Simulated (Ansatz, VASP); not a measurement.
**One calculation of GeW, two programs**

```
CELL_PARAMETERS angstrom
0.00000 2.57761 2.57761
2.57761 0.00000 2.57761
2.57761 2.57761 0.00000
ATOMIC_POSITIONS crystal
Ge 0.50000 0.50000 0.50000
W 0.00000 0.00000 0.00000
```

The cell was built by a generator and needn't be a form met in nature.

Alike in both runs: functional LDA; k mesh 9 × 9 × 9; occupations fermi-dirac, width 0.05 eV; no spin polarisation.

|  | VASP | Ansatz |
| --- | --- | --- |
| version | VASP 6.6.1 | Ansatz 0.2.0 |
| potentials or method | VASP PAW LDA potentials, release 64 (Ge_d, W_sv) | Ansatz PAW |
| plane-wave cutoff (eV) | 520 | 420 |
| valence electrons in the cell | 28 | 28 |
| task | single point | band structure |

VASP gave:

- gap on the k mesh at the Fermi level (eV): none
- pressure (GPa): -8.7

Task: Which values does Ansatz return?

Result: gap on the k mesh at the Fermi level (eV): none; pressure (GPa): -9.5.

A gap of «none» marks a metal or a gap that the smearing closes.

Caveats: spin-orbit coupling is left out, which moves the levels of the heavy elements (Ansatz); the PAW data sets come from PBE, with cores solved anew for the run's functional, which leaves a small shift of forces and pressure (Ansatz). The runs have no spin-orbit coupling, so splittings on W are missing.
